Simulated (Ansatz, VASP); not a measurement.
## Two plane-wave programs on NbCl

```
CELL_PARAMETERS angstrom
2.95054 0.00000 0.00000
0.00000 2.95054 0.00000
0.00000 0.00000 3.80264
ATOMIC_POSITIONS crystal
Nb 0.50000 0.50000 0.50000
Cl 0.00000 0.00000 0.00000
```

Alike in both runs: functional PBE; k mesh 6 × 6 × 4; occupations gaussian, width 0.1 eV; collinear spin.

Ansatz relaxed the structure, and its values are those at the end. VASP's run is a single point on that final structure, the one shown.

```csv
,VASP,Ansatz
version,VASP 6.6.1,Ansatz 0.2.0
potentials or method,"VASP PAW PBE potentials, release 64 (Nb_sv, Cl)","scalar-relativistic, plane waves, PAW"
plane-wave cutoff (eV),520,420
valence electrons in the cell,20,20
```

|  | VASP | Ansatz | Ansatz less VASP |
| --- | --- | --- | --- |
| gap on the k mesh at the Fermi level (eV) | none | none | - |
| pressure (GPa) | -0.1 | -0.1 | +0.01 |
| net moment per atom (μB) | 0.00 | 0.00 | 0.000 |

A gap of «none» marks a metal or a gap that the smearing closes. The functional is the same, so the differences come from potentials, cutoffs and numerics. Ansatz warned: «seeded_moment_not_kept».

Caveats: the k mesh is coarse (spacing up to 0.41 Å⁻¹), so the values aren't converged.
